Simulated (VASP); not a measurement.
Here is the system:

```yaml
crystal:
  lattice:
    - [3.91497, 0.00000, 0.00000]
    - [0.00000, 3.91497, 0.00000]
    - [0.00000, 0.00000, 3.91497]
  atoms:
    - { symbol: Ta, position: [0.00000, 0.00000, 0.00000] }
    - { symbol: Os, position: [0.00000, 0.50000, 0.50000] }
    - { symbol: Os, position: [0.50000, 0.00000, 0.50000] }
    - { symbol: Os, position: [0.50000, 0.50000, 0.00000] }
```

Computed with PBEsol GGA, VASP's PBE PAW potentials (set 64) (plane waves; VASP 6.6.1). Run with 300 eV cut-off, 7×7×7 Γ-centred mesh, Fermi-Dirac smearing of 0.10 eV, potentials Ta_pv Os.

At this cut-off the stress carries a Pulay error, which pulls relaxed volumes low.

Give the stress tensor in GPa (positive for a compressed cell).

```
-6.95   0.00   0.00
 0.00  -6.95   0.00
 0.00   0.00  -6.95
```
The pressure is its mean diagonal, -6.95 GPa.

The structure comes from a computed database's TaOs3 entry (Pm-3m); how it stands against other phases isn't given here. The cell was not relaxed at this level. The electron count is odd and the run is not spin-polarised, which forces a metal.
